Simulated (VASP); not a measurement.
Method: PBEsol GGA, VASP's PBE PAW potentials (set 64) (plane waves; VASP 6.6.1).

VASP ran on this input.

### POSCAR
```
Y
3.2060
  0.9999998985   0.0000000000   0.0000000000
  0.0000000000   0.9999998985   0.0000000000
  0.0000000000   0.0000000000   0.9999998985
Y
1
Cartesian
  0.0000000000   0.0000000000   0.0000000000
```

**KPOINTS**
```
k-points along high-symmetry lines
15
Line-mode
Reciprocal
  0.000000   0.000000   0.000000 ! GAMMA
  0.000000   0.500000   0.000000 ! X

  0.000000   0.500000   0.000000 ! X
  0.500000   0.500000   0.000000 ! M

  0.500000   0.500000   0.000000 ! M
  0.000000   0.000000   0.000000 ! GAMMA

  0.000000   0.000000   0.000000 ! GAMMA
  0.500000   0.500000   0.500000 ! R

  0.500000   0.500000   0.500000 ! R
  0.000000   0.500000   0.000000 ! X

  0.500000   0.500000   0.500000 ! R
  0.500000   0.500000   0.000000 ! M
```

**INCAR**
```
SYSTEM = Y
PREC = Accurate
ENCUT = 400
EDIFF = 1E-7
NELM = 100
ALGO = Normal
LREAL = .FALSE.
LASPH = .TRUE.
ISMEAR = 0
SIGMA = 0.05
GGA = PS
LMAXMIX = 4
LWAVE = .FALSE.
LCHARG = .FALSE.
LORBIT = 11
ICHARG = 11
```

POTCAR, in this order: Y_sv (PBE.64 set). Program: vasp_std. Read from the step before: CHGCAR.

What VASP printed:

**OSZICAR**
```
       N       E                     dE             d eps       ncg     rms          rms(c)
DAV:   1     0.161102589761E+02    0.16110E+02   -0.53049E+03  1636   0.923E+02
DAV:   2    -0.592781685379E+01   -0.22038E+02   -0.21568E+02  1990   0.146E+02
DAV:   3    -0.685472058507E+01   -0.92690E+00   -0.85364E+00  2334   0.208E+01
DAV:   4    -0.687684045983E+01   -0.22120E-01   -0.22066E-01  2183   0.299E+00
DAV:   5    -0.687722475747E+01   -0.38430E-03   -0.38401E-03  2372   0.283E-01
DAV:   6    -0.687722847167E+01   -0.37142E-05   -0.37140E-05  2305   0.226E-02
DAV:   7    -0.687722850362E+01   -0.31947E-07   -0.31597E-07  2370   0.170E-03
   1 F= -.68772285E+01 E0= -.68757694E+01  d E =-.291813E-02
```

OUTCAR:
```
 val. band max:        2.3994067427   @ k =   0.4286   0.5000   0.4286

 cond. band min:       2.4152651998   @ k =   0.4286   0.4286   0.4286



 k-point     1 :       0.0000    0.0000    0.0000
  band No.  band energies     occupation
      1     -39.9586      2.00000
      2     -19.5663      2.00000
      3     -19.5663      2.00000
      4     -19.5663      2.00000
      5      -1.7049      2.00000
      6       2.1682      2.00000
      7       2.1682      2.00000
      8       8.3675      0.00000
      9       8.3675      0.00000

 k-point     2 :       0.0000    0.0357    0.0000
  band No.  band energies     occupation
      1     -39.9575      2.00000
      2     -19.5775      2.00000
      3     -19.5653      2.00000
      4     -19.5653      2.00000
      5      -1.6782      2.00000
      6       2.1763      2.00000
      7       2.1924      2.00000
      8       8.3112      0.00000
      9       8.3188      0.00000

 k-point     3 :       0.0000    0.0714    0.0000
  band No.  band energies     occupation
      1     -39.9545      2.00000
      2     -19.6104      2.00000
      3     -19.5626      2.00000
      4     -19.5626      2.00000
      5      -1.5989      2.00000
      6       2.2002      2.00000
      7       2.2641      1.99997
      8       8.1533      0.00000
      9       8.3260      0.00000

 k-point     4 :       0.0000    0.1071    0.0000
  band No.  band energies     occupation
      1     -39.9495      2.00000
      2     -19.6631      2.00000
      3     -19.5581      2.00000
      4     -19.5581      2.00000
      5      -1.4704      2.00000
      6       2.2393      2.00000
      7       2.3795      1.65432
      8       7.9204      0.00000
      9       7.9249      0.00000

 k-point     5 :       0.0000    0.1429    0.0000
  band No.  band energies     occupation
      1     -39.9430      2.00000
      2     -19.7323      2.00000
      3     -19.5522      2.00000
      4     -19.5522      2.00000
...
```

The density is held fixed in this step, so its total energy and stress have no physical meaning.

The structure was generated: Y was put into the simple-cubic type (Pm-3m), which need not be its known phase. It was relaxed first, which changed the volume by -11 %.
